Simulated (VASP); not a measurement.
A VASP calculation is set up with these files.

File KPOINTS:
```
Automatic mesh
0
Gamma
8 8 8
0 0 0
```

POSCAR:
```
CaGaSi
1
    3.9226639319    -0.0000000000    -0.0000000000
   -1.9613319660     3.3971265092    -0.0000000000
    0.0000000000    -0.0000000000     3.7611234387
Ca Ga Si
1 1 1
Direct
  0.6666670000   0.3333330000   0.0000000000
  0.0000000000   0.0000000000   0.5000000000
  0.3333330000   0.6666670000   0.5000000000
```

### INCAR
```
# general
SYSTEM   =  CaGaSi
PREC     =  Accurate
ENCUT    =  480
LREAL    =  .False.
LASPH    =  .True.

# electronic loop
EDIFF    =  1E-7
NELM     =  100
ALGO     =  Normal
LMAXMIX  =  4

# smearing
ISMEAR   =  1
SIGMA    =  0.1

# functional
GGA      =  PS

# ions
IBRION   =  2
NSW      =  40
ISIF     =  3
EDIFFG   =  -0.01
PSTRESS  =  200

# output
LWAVE    =  .False.
LCHARG   =  .False.
```

POTCAR, in this order: Ca_sv Ga_d Si (PBE.64 set). Program: vasp_std.

Q: Translate this PBEsol calculation to Quantum ESPRESSO's pw.x.

A: One equivalent input (not run):
```
&CONTROL
  calculation = 'vc-relax'
  pseudo_dir = './pseudo'
  outdir = './out'
  tprnfor = .true.
  tstress = .true.
  nstep = 40
  forc_conv_thr = 0.00039
/
&SYSTEM
  ibrav = 0
  nat = 3
  ntyp = 3
  ecutwfc = 80
  occupations = 'smearing'
  smearing = 'methfessel-paxton'
  degauss = 0.00735
  input_dft = 'pbesol'
/
&ELECTRONS
  conv_thr = 7.3e-09
  electron_maxstep = 100
/
&IONS
/
&CELL
  press = 200
/
ATOMIC_SPECIES
  Ca 40.078 Ca.upf
  Ga 69.723 Ga.upf
  Si 28.085 Si.upf
CELL_PARAMETERS angstrom
     3.9226639   -0.0000000   -0.0000000
    -1.9613320    3.3971265   -0.0000000
     0.0000000   -0.0000000    3.7611234
ATOMIC_POSITIONS crystal
  Ca   0.6666670  0.3333330  0.0000000
  Ga   0.0000000  0.0000000  0.5000000
  Si   0.3333330  0.6666670  0.5000000
K_POINTS automatic
  8 8 8 0 0 0
```
What does not carry over: the potentials are each code's own (VASP's PAW set, PseudoDojo norm-conserving files in pw.x), so ENCUT and ecutwfc are chosen apart and not converted; conv_thr bounds pw.x's estimated SCF error, while EDIFF bounds the energy change between steps; forc_conv_thr acts on force components and is met together with etot_conv_thr.

The structure comes from a computed database's CaGaSi entry (P-6m2); how it stands against other phases isn't given here. It was relaxed first under an external pressure of 20 GPa.
